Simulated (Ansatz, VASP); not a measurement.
# Si: VASP beside Ansatz

```
Si
1.0
     4.85148    0.00000    0.00000
     0.00000    4.85148    0.00000
     0.00000    0.00000    4.85148
Si
8
Direct
  0.00000 0.00000 0.00000
  0.50000 0.50000 0.50000
  0.25000 0.00000 0.50000
  0.75000 0.00000 0.50000
  0.50000 0.25000 0.00000
  0.50000 0.75000 0.00000
  0.00000 0.50000 0.25000
  0.00000 0.50000 0.75000
```

Alike in both runs: functional LDA; k mesh 5 × 5 × 5; occupations fermi-dirac, width 0.1 eV; no spin polarisation.

Ansatz relaxed the structure, and its values are those at the end. VASP's run is a single point on that final structure, the one shown.

```csv
,VASP,Ansatz
version,VASP 6.6.1,Ansatz 0.2.0
potentials or method,"VASP PAW LDA potentials, release 64 (Si)","plane waves (420 eV) with PAW, scalar-relativistic"
plane-wave cutoff (eV),520,420
valence electrons in the cell,32,32
```

|  | VASP | Ansatz | Ansatz less VASP |
| --- | --- | --- | --- |
| pressure (GPa) | 0.0 | 0.0 | -0.06 |

Ansatz warned: «pseudo_functional_mismatch».
